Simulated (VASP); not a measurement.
OSZICAR of a VASP run on PSi63:

**OSZICAR**
```
       N       E                     dE             d eps       ncg     rms          rms(c)
DAV:   1    -0.403160054676E+03   -0.40316E+03   -0.12753E+01   322   0.805E+00    0.194E+01
DAV:   2    -0.403259757839E+03   -0.99703E-01   -0.30630E-01   356   0.120E+00    0.126E+01
DAV:   3    -0.403246866056E+03    0.12892E-01   -0.12146E-02   347   0.218E-01    0.751E+00
DAV:   4    -0.403240763479E+03    0.61026E-02   -0.21804E-03   339   0.962E-02    0.434E+00
DAV:   5    -0.403238613828E+03    0.21497E-02   -0.60315E-04   347   0.513E-02    0.249E+00
DAV:   6    -0.403237870301E+03    0.74353E-03   -0.19946E-04   339   0.296E-02    0.142E+00
DAV:   7    -0.403237624650E+03    0.24565E-03   -0.79691E-05   339   0.185E-02    0.808E-01
DAV:   8    -0.403237546292E+03    0.78359E-04   -0.27806E-05   203   0.111E-02    0.463E-01
DAV:   9    -0.403237525284E+03    0.21008E-04   -0.12267E-05   195   0.764E-03    0.262E-01
DAV:  10    -0.403237520960E+03    0.43236E-05   -0.44221E-06   179   0.465E-03
   1 F= -.40323752E+03 E0= -.40323752E+03  d E =-.374497E-12
```

### Question
Which electronic solver shows in the log?

### Answer
It is blocked Davidson (ALGO = Normal, or the opening steps of other solvers). The INCAR had ALGO = Normal.

### Question
Can the final energy be trusted as converged?

### Answer
Self-consistency was reached. It stopped with EDIFF = 1E-5, NELM = 50 (HSE06 screened hybrid, plane waves, VASP's PBE PAW potentials (set 64)). The cell is charged, with a uniform compensating background. The supercell is sampled at Γ alone, which is coarse: total energies, pressure and levels can be off, energies of defects by several tenths of an eV.

The cell is a supercell with a defect, built from Si (diamond): P_Si, charge +1. The cell's shape comes from a PBE relaxation. The run is not spin-polarised, so no state with unpaired spins was tried.
